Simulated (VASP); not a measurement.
A VASP calculation is set up with these files.

**KPOINTS**
```
Automatic mesh
0
Gamma
5 5 3
0 0 0
```

**INCAR**
```
ALGO = Normal
EDIFF = 1E-6
ENCUT = 300
GGA = PE
ISIF = 2
ISMEAR = -1
LASPH = .True.
LCHARG = .False.
LMAXMIX = 4
LREAL = .False.
LWAVE = .False.
NELM = 100
PREC = Accurate
SIGMA = 0.1
SYSTEM = GaBi
```

POSCAR:
```
GaBi
1
    4.1837180000     0.0000000000     0.0000000000
    0.0000000000     4.1837180000     0.0000000000
    0.0000000000     0.0000000000     7.3667200000
Ga Bi
2 2
Direct
  0.0000000000   0.5000000000   0.0000000000
  0.5000000000   0.0000000000   0.5000000000
  0.0000000000   0.0000000000   0.2500000000
  0.0000000000   0.0000000000   0.7500000000
```

POTCAR, in this order: Ga_d Bi_d (PBE.64 set). Program: vasp_std.

Q: Write an equivalent input for Ansatz.

A: One equivalent input (not run):
Ansatz 0.2 input:
```yaml
crystal:
  lattice:
    - [4.1837180, 0.0000000, 0.0000000]
    - [0.0000000, 4.1837180, 0.0000000]
    - [0.0000000, 0.0000000, 7.3667200]
  atoms:
    - { symbol: Ga, position: [0.0000000, 0.5000000, 0.0000000] }
    - { symbol: Ga, position: [0.5000000, 0.0000000, 0.5000000] }
    - { symbol: Bi, position: [0.0000000, 0.0000000, 0.2500000] }
    - { symbol: Bi, position: [0.0000000, 0.0000000, 0.7500000] }
kpoints:
  mp_grid: { grid: [5, 5, 3] }
hamiltonian:
  xc: pbe
  pseudopotentials: { kind: paw }
scf:
  occupations: { method: fermi_dirac, width: 0.1 }
  max_iter: 100
output: { forces: true, stress: true, eigenvalues: true }
```
The two are equivalent in intent, not identical: each code has its own PAW files, so the cut-off isn't converted (ENCUT is set for VASP's; basis.ecutwfc is left out, and Ansatz then takes the one that its files recommend); Ansatz stops its SCF on the density residual and VASP on the energy change (EDIFF).

The structure was generated: GaBi was put into an ordered model structure, which need not be its known phase. The cell was not relaxed at this level. The k-mesh is coarse (spacing up to 0.30 per Å, 2π included), so the numbers may not be converged in it.
